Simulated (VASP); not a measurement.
NaBH4, 12 atoms in the cell. It takes space group P-42_1c (No. 114, tetragonal). The conventional cell has a = 4.276 Å, b = 4.276 Å, c = 5.799 Å, α = 90.00°, β = 90.00°, γ = 90.00°. Na (site symmetry -4) has 12 H at 2.42 to 2.55 Å as nearest neighbours. B (site symmetry -4) is surrounded by 4 H at 1.22 Å. H (site symmetry 1) is surrounded by 1 B at 1.22 Å. The cell comes from a database or a generator and needn't be the stable form of this composition.

* Program: VASP 6.6.1
* Task: relaxation of cell and atoms
* Functional: PBEsol
* Potentials or basis: VASP PAW PBE potentials, release 64 (Na_pv, B, H)
* Cutoff: 600 eV
* k mesh: 6 × 6 × 6
* Occupations: gaussian, width 0.02 eV
* Spin: no spin polarisation
* Further INCAR settings: ALGO = Fast; EDIFF = 1e-07; IBRION = 2; EDIFFG = -0.004; NSW = 80; ISIF = 3

Potentials or basis: VASP PAW PBE potentials, release 64 (Na_pv, B, H).

Command:

```console
$ cat potpaw_PBE.64/Na_pv/POTCAR potpaw_PBE.64/B/POTCAR potpaw_PBE.64/H/POTCAR > POTCAR
$ mpirun -np 1 vasp_std > vasp.out
```

Hardware: 1 thread of AMD EPYC 9R45 96-Core Processor (Zen 5) (shared host).

Problem. Estimate the wall time of this run.

Solution. Run time: 9.5 min on 1 thread of AMD EPYC 9R45 96-Core Processor (Zen 5), on a shared host, peak memory 0.27 GiB. Counts: scf iterations 147, k points 40, ion steps 22.
